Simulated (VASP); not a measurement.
Data:

```
Se
1.0
    1.54542    -2.67672     0.00000
    1.54542     2.67672     0.00000
    0.00000     0.00000     5.51344
Se
3
Direct
  0.00000   0.33445   0.66667
  0.66555   0.66555   0.00000
  0.33445   0.00000   0.33333
```

These are PBEsol GGA, VASP's PBE PAW potentials (set 64) (plane waves; VASP 6.6.1) values and carry that method's errors. Settings: 500 eV cut-off, 11×11×6 Γ-centred mesh, first-order Methfessel-Paxton smearing of 0.10 eV, potentials Se.

Without a dispersion term in the relaxation, distances and binding between the weakly bound layers, chains or molecules are unreliable, and so is what depends on them.

Task: Predict the energy per atom (σ→0), pressure, band gap (on the k-mesh) with the smallest direct gap where there is one.

Result: 
The band gap (on the k-mesh) is none (metal, semimetal or under 0.01 eV), the energy per atom (σ→0) is -3.037 eV/atom and the pressure is 449.9 kbar.

Total energies compare only between runs with the same potentials, cut-off and functional.

The compound is Se in the trig structure. It was relaxed first under an external pressure of 45 GPa.
